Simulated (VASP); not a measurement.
All values below come from PBE GGA, VASP's PBE PAW potentials (set 64) (plane waves; VASP).

The input files of a VASP run:

**INCAR**
```
! general
SYSTEM  = YSi
PREC    = Accurate
ENCUT   = 400
LREAL   = .FALSE.   ! projection in real space or not
LASPH   = .TRUE.   ! aspherical one-centre terms

! electronic loop
EDIFF   = 1E-6   ! SCF stop (eV)
NELM    = 100   ! most electronic steps
ALGO    = Normal   ! blocked Davidson
LMAXMIX = 4

! smearing
ISMEAR  = 1
SIGMA   = 0.1   ! width (eV)

! functional
GGA     = PE   ! PBE

! ions
IBRION  = 2
NSW     = 60
ISIF    = 3
EDIFFG  = -0.01   ! ionic stop

! output
LWAVE   = .FALSE.
LCHARG  = .FALSE.
```

**KPOINTS**
```
Automatic mesh
0
Gamma
9 9 9
0 0 0
```

POSCAR:
```
YSi
1
    3.9130000000     0.0000000000     0.0000000000
    0.0000000000     3.9130000000     0.0000000000
    0.0000000000     0.0000000000     3.9130000000
Y Si
1 1
Direct
  0.0000000000   0.0000000000   0.0000000000
  0.5000000000   0.5000000000   0.5000000000
```

POTCAR, in this order: Y_sv Si (PBE.64 set). Program: vasp_std.

Output of the run:

**OSZICAR**
```
       N       E                     dE             d eps       ncg     rms          rms(c)
DAV:   1     0.277469580557E+02    0.27747E+02   -0.59799E+03   770   0.962E+02
DAV:   2    -0.111412942109E+02   -0.38888E+02   -0.37054E+02   882   0.175E+02
DAV:   3    -0.130309129527E+02   -0.18896E+01   -0.18278E+01  1126   0.292E+01
DAV:   4    -0.131074267227E+02   -0.76514E-01   -0.76402E-01  1077   0.588E+00
DAV:   5    -0.131094887334E+02   -0.20620E-02   -0.20617E-02  1095   0.850E-01    0.167E+01
DAV:   6    -0.120299331443E+02    0.10796E+01   -0.27473E+00   946   0.794E+00    0.136E+01
DAV:   7    -0.119645495577E+02    0.65384E-01   -0.60811E-01  1145   0.415E+00    0.712E+00
DAV:   8    -0.119606354864E+02    0.39141E-02   -0.95438E-02  1043   0.179E+00    0.474E-01
DAV:   9    -0.119584326753E+02    0.22028E-02   -0.15846E-02  1000   0.568E-01    0.208E-01
DAV:  10    -0.119584465541E+02   -0.13879E-04   -0.98680E-04   977   0.272E-01    0.611E-02
DAV:  11    -0.119584475966E+02   -0.10425E-05   -0.39344E-05  1051   0.544E-02    0.326E-02
DAV:  12    -0.119584449314E+02    0.26652E-05   -0.72442E-06   977   0.214E-02    0.553E-03
DAV:  13    -0.119584446725E+02    0.25885E-06   -0.34750E-07   547   0.546E-03
   1 F= -.11958445E+02 E0= -.11958365E+02  d E =-.119584E+02
       N       E                     dE             d eps       ncg     rms          rms(c)
DAV:   1    -0.231018822956E+02   -0.11143E+02   -0.23921E+02   794   0.128E+02    0.232E+01
DAV:   2    -0.144526072935E+02    0.86493E+01   -0.11509E+01   779   0.331E+01    0.104E+01
DAV:   3    -0.124324541175E+02    0.20202E+01   -0.13383E+01  1122   0.242E+01    0.844E+00
DAV:   4    -0.124787029914E+02   -0.46249E-01   -0.29747E-01   872   0.500E+00    0.524E+00
DAV:   5    -0.126265881736E+02   -0.14789E+00   -0.22540E-01  1227   0.166E+00    0.207E+00
DAV:   6    -0.126738563161E+02   -0.47268E-01   -0.36641E-02  1218   0.104E+00    0.749E-01
DAV:   7    -0.126911968450E+02   -0.17341E-01   -0.25425E-02  1339   0.868E-01    0.125E-01
DAV:   8    -0.126915650445E+02   -0.36820E-03   -0.85495E-04  1033   0.211E-01    0.272E-02
DAV:   9    -0.126915786958E+02   -0.13651E-04   -0.20333E-04  1190   0.805E-02    0.308E-02
DAV:  10    -0.126915893673E+02   -0.10671E-04   -0.13748E-05   902   0.371E-02    0.124E-02
DAV:  11    -0.126915901767E+02   -0.80942E-06   -0.18013E-06   867   0.780E-03
   2 F= -.12691590E+02 E0= -.12691232E+02  d E =-.733146E+00
       N       E                     dE             d eps       ncg     rms          rms(c)
DAV:   1    -0.129337260296E+02   -0.24214E+00   -0.44166E+00  1081   0.167E+01    0.369E+00
DAV:   2    -0.127401288897E+02    0.19360E+00   -0.53475E-01  1043   0.649E+00    0.179E+00
DAV:   3    -0.127056344901E+02    0.34494E-01   -0.23015E-01  1176   0.284E+00    0.145E+00
DAV:   4    -0.127143097586E+02   -0.86753E-02   -0.14035E-02   963   0.855E-01    0.514E-01
DAV:   5    -0.127180007481E+02   -0.36910E-02   -0.17993E-02  1179   0.576E-01    0.181E-01
DAV:   6    -0.127181747887E+02   -0.17404E-03   -0.23135E-04   921   0.131E-01    0.133E-01
DAV:   7    -0.127184489288E+02   -0.27414E-03   -0.20802E-04  1207   0.130E-01    0.360E-02
DAV:   8    -0.127184673948E+02   -0.18466E-04   -0.28131E-05   976   0.467E-02    0.114E-02
DAV:   9    -0.127184677950E+02   -0.40018E-06   -0.34833E-06   986   0.881E-03
   3 F= -.12718468E+02 E0= -.12717799E+02  d E =-.760023E+00
```

**OUTCAR**
```
------------------------ aborting loop because EDIFF is reached ----------------------------------------
  FORCE on cell =-STRESS in cart. coord.  units (eV):
  Direction    XX          YY          ZZ          XY          YZ          ZX
  --------------------------------------------------------------------------------------
  Total        0.0090885      0.0090885      0.0090885     -0.0000000      0.0000000     -0.0000000
  in kB        0.3285034      0.3285034      0.3285034     -0.0000000      0.0000000     -0.0000000
  external PRESSURE =       0.3285034 kB  Pullay stress =       0.0000000 kB
  volume of cell :       44.33
      direct lattice vectors                 reciprocal lattice vectors
     3.539062956 -0.000000000 -0.000000000     0.282560670  0.000000000 -0.000000000
    -0.000000000  3.539062956 -0.000000000     0.000000000  0.282560670 -0.000000000
     0.000000000  0.000000000  3.539062956     0.000000000  0.000000000  0.282560670
 POSITION                                       TOTAL-FORCE (eV/Angst)
 -----------------------------------------------------------------------------------
      0.00000      0.00000      0.00000         0.000000      0.000000      0.000000
      1.76953      1.76953      1.76953        -0.000000     -0.000000      0.000000
 -----------------------------------------------------------------------------------
    total drift:                               -0.000000      0.000000     -0.000000
  FREE ENERGIE OF THE ION-ELECTRON SYSTEM (eV)
  ---------------------------------------------------
  free  energy   TOTEN  =       -12.7184677950 eV

  energy  without entropy=      -12.7164609324  energy(sigma->0) =      -12.71779884

 reached required accuracy - stopping structural energy minimisation
```
(Selected blocks of OUTCAR.)

**CONTCAR**
```
YSi
   1.00000000000000
     3.5390629563934741   -0.0000000000000000   -0.0000000000000000
    -0.0000000000000000    3.5390629563934741   -0.0000000000000000
     0.0000000000000000    0.0000000000000000    3.5390629563934741
  Y               Si
     1     1
Direct
     0.0000000000000000    0.0000000000000000    0.0000000000000000
     0.5000000000000000    0.5000000000000000    0.5000000000000000
```

Energy and stress use the plane-wave basis of the starting cell.

The structure was generated: YSi was put into the CsCl type type (Pm-3m), which need not be its known phase. This run relaxes it. Symmetry was kept, so distortions that lower it aren't found. The electron count is odd and the run is not spin-polarised, which forces a metal.
